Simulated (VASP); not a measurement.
**ReBi: density of states with PBEsol**

The system is ReBi.

```
Re Bi
1.0
     0.00000    3.06772    3.06772
     3.06772    0.00000    3.06772
     3.06772    3.06772    0.00000
Re Bi
1 1
Direct
  0.00000 0.00000 0.00000
  0.25000 0.25000 0.25000
```

The cell comes from a database or a generator and needn't be the stable form of this composition.

| Quantity | Value |
| --- | --- |
| Program | VASP 6.6.1 |
| Task | density of states |
| Functional | PBEsol |
| Potentials or basis | VASP PAW PBE potentials, release 64 (Re, Bi_d) |
| Cutoff | 520 eV |
| k mesh | 10 × 10 × 10 |
| Occupations | gaussian, width 0.05 eV |
| Spin | no spin polarisation |
| Dipole correction | no |
| k mesh for the DOS | 15 × 15 × 15 |
| Occupations for the DOS | tetrahedron |
| Further INCAR settings | ALGO = Normal; EDIFF = 1e-07 |

| Quantity | Value |
| --- | --- |
| Valence electrons inside the program's atomic spheres | Re 5.80; Bi 13.07 |

Levels at points of the mesh, in eV from the Fermi level:
```tsv
k point	band 9	band 10	band 11	band 12	band 13	band 14
(0.00, 0.00, 0.00)	-2.62	-0.16	-0.16	2.48	6.06	6.06
```

States per cell in windows of 1 eV (zero at the Fermi level; states under -8 eV left out):
```
from (eV)  total  Re1_d  Bi2_p  Re1_p  Re1_s  Bi2_d  Bi2_s
     -8.0   0.00   0.00   0.00   0.00   0.00   0.00   0.00
     -7.0   0.00   0.00   0.00   0.00   0.00   0.00   0.00
     -6.0   0.00   0.00   0.00   0.00   0.00   0.00   0.00
     -5.0   0.40   0.05   0.10   0.00   0.07   0.00   0.00
     -4.0   1.63   0.24   0.42   0.04   0.26   0.01   0.02
     -3.0   3.07   1.29   0.83   0.09   0.04   0.02   0.00
     -2.0   0.94   0.36   0.29   0.05   0.00   0.01   0.00
     -1.0   4.08   3.07   0.04   0.02   0.04   0.11   0.00
      0.0   1.75   1.11   0.06   0.05   0.09   0.04   0.01
      1.0   1.47   0.79   0.11   0.10   0.05   0.02   0.02
      2.0   1.63   0.68   0.20   0.15   0.05   0.02   0.05
      3.0   0.89   0.28   0.15   0.10   0.02   0.02   0.02
      4.0   0.46   0.09   0.08   0.05   0.02   0.01   0.02
      5.0   1.15   0.15   0.13   0.10   0.04   0.04   0.09
      6.0   0.66   0.12   0.03   0.05   0.02   0.03   0.05
      7.0   0.07   0.01   0.00   0.01   0.00   0.00   0.00
```

It took 100 s on 1 thread of Intel(R) Xeon(R) Platinum 8488C (Sapphire Rapids), on a shared host, peak memory 0.25 GiB.

Caveat: spin-orbit coupling is left out, which moves the levels of the heavy elements.
